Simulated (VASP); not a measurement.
Write the native input for VASP 6.6.1 that does the following.

| Property | Result |
| --- | --- |
| Task | band structure |
| Functional | PBEsol |
| Potentials or basis | VASP PAW PBE potentials, release 64 (Ta_pv, As, Au, O) |
| Cutoff | 520 eV |
| k mesh | 4 × 4 × 4 |
| Occupations | fermi-dirac, width 0.05 eV |
| Spin | no spin polarisation |
| Further INCAR settings | ALGO = Normal; EDIFF = 1e-07 |

The structure of Ta3AsAu2O13 lies in POSCAR:

```
Ta3AsAu2O13                             
1.0
    5.1798397540      2.9905782673      4.0580172126
   -5.1798397540      2.9905782673      4.0580172126
    0.0000000000     -5.9811662122      4.0580170651
  Ta              As              Au              O             
     3     1     2    13
Direct
     0.2300930797031043    0.5726793017180762    0.2300930797048582
     0.2300930797155183    0.2300930797155183    0.5726793017257161
     0.5726793017180762    0.2300930797031043    0.2300930797048582
     0.5624230748931003    0.5624230748931003    0.5624230748946741
     0.9682544354210653    0.9682544354210653    0.9682544354251350
     0.7549204835935928    0.7549204835935928    0.7549204835986506
     0.4098095982005929    0.6696105385282619    0.4098095982115945
     0.4098095982025370    0.4098095982025370    0.6696105385404859
     0.6696105385282619    0.4098095982005929    0.4098095982115945
     0.4970862593933523    0.0102961076615295    0.3594393623829547
     0.3594393623806661    0.4970862593857469    0.0102961076526099
     0.0102961076678830    0.3594393623946252    0.4970862593907062
     0.3594393623946252    0.0102961076678830    0.4970862593907062
     0.0102961076615295    0.4970862593933523    0.3594393623829547
     0.4970862593857469    0.3594393623806661    0.0102961076526099
     0.1069312491536668    0.7500247773392521    0.1069312491526992
     0.1069312491620044    0.1069312491620044    0.7500247773456532
     0.7500247773392521    0.1069312491536668    0.1069312491526992
     0.3069260754854051    0.3069260754854051    0.3069260754788208
```

The cell was built by a generator and needn't be a form met in nature.

One way to write it, as run:

INCAR

```
SYSTEM = Ta3AsAu2O13
ALGO     = Normal         ! electronic algorithm
EDIFF    = 1E-7           ! SCF threshold, eV
ENCUT    = 520            ! plane-wave cutoff, eV
GGA      = PS             ! functional
ISIF     = 2              ! what is computed and relaxed
ISMEAR   = -1             ! smearing method
KPAR     = 4            
LASPH    = .TRUE.         ! aspherical terms in the spheres
LCHARG   = .FALSE.        ! write CHGCAR
LMAXMIX  = 4              ! l up to which the mixer works
LREAL    = .FALSE.        ! projectors in reciprocal space
LWAVE    = .FALSE.        ! write WAVECAR
NELM     = 80             ! most SCF steps
PREC     = Accurate       ! precision mode
SIGMA    = 0.05           ! smearing width, eV
```

KPOINTS

```
k-points
0
G
  4 4 4
  0 0 0
```

KPOINTS_OPT

```
path GPZQGFP1Q1LZ
15
line-mode
reciprocal
 0.0000000000  0.0000000000  0.0000000000  G
 0.4894532459 -0.5105467541  0.4894532459  P

 0.4894532459 -0.5105467541  0.4894532459  P
 0.5000000000 -0.5000000000  0.5000000000  Z

 0.5000000000 -0.5000000000  0.5000000000  Z
 0.4789064917  0.4789064917  0.4789064917  Q

 0.4789064917  0.4789064917  0.4789064917  Q
 0.0000000000  0.0000000000  0.0000000000  G

 0.0000000000  0.0000000000  0.0000000000  G
 0.5000000000 -0.5000000000  0.0000000000  F

 0.5000000000 -0.5000000000  0.0000000000  F
 0.5105467541 -0.4894532459 -0.4894532459  P1

 0.5105467541 -0.4894532459 -0.4894532459  P1
 0.5210935083 -0.4789064917 -0.4789064917  Q1

 0.5210935083 -0.4789064917 -0.4789064917  Q1
 0.5000000000  0.0000000000  0.0000000000  L

 0.5000000000  0.0000000000  0.0000000000  L
 0.5000000000 -0.5000000000  0.5000000000  Z
```

Potentials or basis: VASP PAW PBE potentials, release 64 (Ta_pv, As, Au, O).

Run with:

```console
$ cat potpaw_PBE.64/Ta_pv/POTCAR potpaw_PBE.64/As/POTCAR potpaw_PBE.64/Au/POTCAR potpaw_PBE.64/O/POTCAR > POTCAR
$ mpirun -np 4 vasp_std > vasp.out
```

Results of the run:

```
Pressure                : 0.1 GPa
Largest force           : 0.020 eV/Å
Band gap on the k mesh  : 1.19 eV, indirect (least direct gap 1.26 eV)
Band gap along the path : 1.19 eV, indirect (least direct gap 1.24 eV)
```

Caveat: the PAW data sets were made with another functional, which shifts forces and pressure a little; spin-orbit coupling is left out, which moves the levels of the heavy elements.

Run time: 22 min on 4 MPI ranks on Intel(R) Xeon(R) Platinum 8488C (Sapphire Rapids) (shared host), peak memory 0.72 GiB a rank.
